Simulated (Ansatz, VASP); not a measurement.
## Two plane-wave programs on B3C

```xyz
8
Lattice="3.3743 0.0000 0.0000 -1.6872 2.9222 0.0000 0.0000 0.0000 5.2615" Properties=species:S:1:pos:R:3 pbc="T T T"
B     0.5674    0.9827    1.3154
B    -0.5674    0.9827    3.9461
B     2.2396    0.0000    1.3154
B     1.1198    1.9396    3.9461
B    -1.1198    1.9396    1.3154
B     1.1347    0.0000    3.9461
C     0.0000    0.0000    0.0000
C     0.0000    0.0000    2.6308
```

Alike in both runs: functional PBE; k mesh 12 × 12 × 10; occupations gaussian, width 0.1 eV; no spin polarisation.

Ansatz relaxed the structure, and its values are those at the end. VASP's run is a single point on that final structure, the one shown.

```csv
,VASP,Ansatz
version,VASP 6.6.1,Ansatz 0.2.0
potentials or method,"VASP PAW PBE potentials, release 64 (B, C)","scalar-relativistic, plane waves, PAW"
plane-wave cutoff (eV),520,420
valence electrons in the cell,26,26
```

```tsv
	VASP	Ansatz	Ansatz less VASP
gap on the k mesh at the Fermi level (eV)	none	none	-
pressure (GPa)	0.0	0.0	-0.01
```

A gap of «none» marks a metal or a gap that the smearing closes.
